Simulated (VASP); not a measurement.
Consider the following.

```yaml
crystal:
  lattice:
    - [0.00000, 2.77799, 2.77799]
    - [2.77799, 0.00000, 2.77799]
    - [2.77799, 2.77799, 0.00000]
  atoms:
    - { symbol: Be, position: [0.00000, 0.00000, 0.00000] }
    - { symbol: Te, position: [0.25000, 0.25000, 0.25000] }
```

These are PBEsol GGA, VASP's PBE PAW potentials (set 64) (plane waves; VASP) values and carry that method's errors. Numerical set-up: 520 eV cut-off, 8×8×8 Γ-centred mesh, Gaussian smearing of 0.050 eV, potentials Be Te.

The job: BeTe (zinc blende), 2 atoms, PBEsol, static run, 520 eV, 8×8×8 Γ-centred mesh. Roughly how much core time does it take on a busy server core?

About 6 core-seconds (one run on a shared machine, a rough figure). It had 29 irreducible k-points, 8 bands, up to 1174 plane waves and 13 electronic steps.

The compound is BeTe in the zinc blende structure. This cell is one point of a volume scan, at 0.97 of the reference volume.
